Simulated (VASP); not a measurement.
**EuNi2: single point with PBEsol**

Crystal: EuNi2.

```xyz
3
Lattice="3.9143 0.0000 0.0000 -1.9572 3.3899 0.0000 0.0000 0.0000 3.9956" Properties=species:S:1:pos:R:3 pbc="T T T"
Eu    0.0000    0.0000    0.0000
Ni    0.0000    2.2599    1.9978
Ni    1.9572    1.1300    1.9978
```

The cell comes from a database or a generator and needn't be the stable form of this composition.

| Property | Result |
| --- | --- |
| Program | VASP 6.6.1 |
| Task | single point |
| Functional | PBEsol |
| Potentials or basis | VASP PAW PBE potentials, release 64 (Eu, Ni) |
| Cutoff | 520 eV |
| k mesh | 10 × 10 × 8 |
| Occupations | gaussian, width 0.05 eV |
| Spin | collinear spin, typed start |
| Starting moments | [7.0, 0.8, 0.8] μB |
| Dipole correction | no |
| Further INCAR settings | ALGO = Normal; EDIFF = 1e-06; NBANDS = 30 |

```yaml
Pressure: -0.1 GPa
Band_gap_on_the_k_mesh: none (metal or under the smearing width)
Net_moment: 6.82 μB per cell
Site_moments: Eu +6.43; Ni +0.00 μB
Valence_electrons_inside_the_program's_atomic_spheres: Eu 14.69; Ni 9.35
```

Stress tensor (GPa, compression positive):
```
 0.06  0.00  0.00
 0.00  0.06  0.00
 0.00  0.00 -0.43
```

Levels at points of the mesh, in eV from the Fermi level:
Spin up:
| k point | band 20 | band 21 | band 22 | band 23 | band 24 | band 25 |
| --- | --- | --- | --- | --- | --- | --- |
| (0.00, 0.00, 0.00) | -0.03 | -0.03 | -0.01 | 1.82 | 1.82 | 1.87 |
| (0.50, 0.00, 0.00) | -0.10 | -0.09 | 0.01 | 0.35 | 1.98 | 2.26 |
| (0.00, 0.00, 0.50) | -0.10 | -0.09 | -0.06 | -0.06 | 3.62 | 3.62 |
| (0.50, 0.00, 0.50) | -0.07 | -0.03 | -0.03 | 0.27 | 0.36 | 0.77 |
Spin down:
```csv
k point,band 12,band 13,band 14,band 15,band 16,band 17,band 18,band 19
"(0.00, 0.00, 0.00)",-1.99,-1.00,-0.96,-0.96,2.41,2.46,2.46,3.21
"(0.50, 0.00, 0.00)",-1.67,-1.51,-0.59,-0.57,0.30,2.45,2.76,3.06
"(0.00, 0.00, 0.50)",-2.07,-1.47,-0.73,-0.73,-0.67,3.92,3.99,3.99
"(0.50, 0.00, 0.50)",-1.10,-0.62,-0.57,-0.22,0.03,0.75,1.22,2.41
```

Run time: 3.9 min on 1 thread of Intel(R) Xeon(R) 6975P-C (Granite Rapids), on a shared host, peak memory 0.34 GiB.

Caveat: the PAW data sets were made with another functional, which shifts forces and pressure a little; spin-orbit coupling is left out, which moves the levels of the heavy elements; without U or exact exchange the open f shell lies at the Fermi level, which spoils levels, moments and volumes. The state reached can hang on the start; a lower one may exist.
